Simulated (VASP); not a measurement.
```yaml
crystal:
  lattice:
    - [3.22040, 0.00000, 0.00000]
    - [-1.61020, 2.78894, 0.00000]
    - [0.00000, 0.00000, 5.07274]
  atoms:
    - { symbol: Mg, position: [0.33333, 0.66667, 0.49700] }
    - { symbol: Zn, position: [0.66667, 0.33333, 0.00328] }
    - { symbol: O, position: [0.33333, 0.66667, 0.88342] }
    - { symbol: O, position: [0.66667, 0.33333, 0.38829] }
```

Level of theory: LDA (Ceperley-Alder, Perdew-Zunger), VASP's LDA PAW potentials (set 64) (plane waves; VASP). Numerical set-up: 520 eV cut-off, 9×9×5 Γ-centred mesh, tetrahedra with Blöchl corrections, potentials Mg Zn O.

**Question.** Predict the energy per atom (σ→0), band gap (on the k-mesh) with the smallest direct gap where there is one.

**Answer.** 
```json
{
 "band gap (on the k-mesh)": "1.84 eV",
 "smallest direct gap (on the k-mesh)": "1.84 eV",
 "energy per atom (σ→0)": "-5.951 eV/atom"
}
```

Total energies compare only between runs with the same potentials, cut-off and functional.

The structure comes from a computed database's MgZnO2 entry (P3m1); how it stands against other phases isn't given here. It was relaxed first, which changed the volume by -8 %.
